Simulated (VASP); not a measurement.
Output of a VASP run:

### OSZICAR
```
       N       E                     dE             d eps       ncg     rms          rms(c)
DAV:   1     0.243545092654E+02    0.24355E+02   -0.38884E+03  1584   0.856E+02
DAV:   2    -0.785157008664E+01   -0.32206E+02   -0.30746E+02  2088   0.109E+02
DAV:   3    -0.888550651721E+01   -0.10339E+01   -0.10339E+01  1872   0.265E+01
DAV:   4    -0.888953847447E+01   -0.40320E-02   -0.40320E-02  2416   0.188E+00
DAV:   5    -0.888954396057E+01   -0.54861E-05   -0.54861E-05  2000   0.550E-02    0.447E+00
DAV:   6    -0.852675247240E+01    0.36279E+00   -0.92635E-01  1560   0.480E+00    0.352E+00
DAV:   7    -0.848565476146E+01    0.41098E-01   -0.23914E-01  1904   0.262E+00    0.233E+00
DAV:   8    -0.848580336024E+01   -0.14860E-03   -0.13046E-02  1720   0.968E-01    0.888E-01
DAV:   9    -0.848563061594E+01    0.17274E-03   -0.52818E-04  1952   0.189E-01    0.262E-01
DAV:  10    -0.848566926382E+01   -0.38648E-04   -0.13564E-04  2160   0.784E-02    0.144E-02
DAV:  11    -0.848566678122E+01    0.24826E-05   -0.18719E-05  1848   0.226E-02    0.836E-03
DAV:  12    -0.848566681554E+01   -0.34321E-07   -0.39225E-07  1112   0.557E-03
   1 F= -.84856668E+01 E0= -.84856668E+01  d E =-.262905E-16
```

### OUTCAR
```
------------------------ aborting loop because EDIFF is reached ----------------------------------------
  FORCE on cell =-STRESS in cart. coord.  units (eV):
  Direction    XX          YY          ZZ          XY          YZ          ZX
  --------------------------------------------------------------------------------------
  Total        0.8615149     -0.1380144      0.6139274      0.0000000      0.0000000      0.0000000
  in kB       39.6384005     -6.3500575     28.2468728      0.0000000      0.0000000      0.0000000
  external PRESSURE =      20.5117386 kB  Pullay stress =       0.0000000 kB
  volume of cell :       34.82
      direct lattice vectors                 reciprocal lattice vectors
     0.000000000  2.656807000  2.570336000    -0.196106809  0.188195831  0.194527097
     2.549631000  0.000000000  2.570336000     0.196106809 -0.188195831  0.194527097
     2.549631000  2.656807000  0.000000000     0.196106809  0.188195831 -0.194527097
 POSITION                                       TOTAL-FORCE (eV/Angst)
 -----------------------------------------------------------------------------------
      0.00000      0.00000      0.00000         0.120361      0.000000      0.000000
      2.57908      2.65681      2.57034        -0.120361      0.000000      0.000000
 -----------------------------------------------------------------------------------
    total drift:                                0.000132      0.000000      0.000000
  FREE ENERGIE OF THE ION-ELECTRON SYSTEM (eV)
  ---------------------------------------------------
  free  energy   TOTEN  =        -8.4856668155 eV

  energy  without entropy=       -8.4856668155  energy(sigma->0) =       -8.48566682
```
(Selected blocks of OUTCAR.)

File POSCAR:
```
MgS
1
    0.0000000000     2.6568070000     2.5703360000
    2.5496310000     0.0000000000     2.5703360000
    2.5496310000     2.6568070000     0.0000000000
Mg S
1 1
Direct
  0.0000000000   0.0000000000   0.0000000000
  0.4942240000   0.5057760000   0.5057760000
```

**Question.** Reconstruct the remaining input files.

**Answer.** Several could match; the one computed here: the input of the run itself, PBE GGA, plane waves, VASP's PBE PAW potentials (set 64).

INCAR:
```
ALGO  =  Normal
EDIFF  =  1E-6
ENCUT  =  550
GGA  =  PE
ISIF  =  2
ISMEAR  =  0
LASPH  =  T
LCHARG  =  F
LREAL  =  F
LWAVE  =  F
NELM  =  100
PREC  =  Accurate
SIGMA  =  0.05
SYSTEM  =  MgS
```

### KPOINTS
```
Automatic mesh
0
gamma
 8 8 8
0 0 0
```

POTCAR, in this order: Mg S (PBE.64 set). Program: vasp_std.

The compound is MgS in the rock salt structure. The cell was not relaxed at this level, atoms are displaced from their ideal sites. The run is one of a series of settings (ENCUT = 550 against the base run), some of them coarse on purpose.
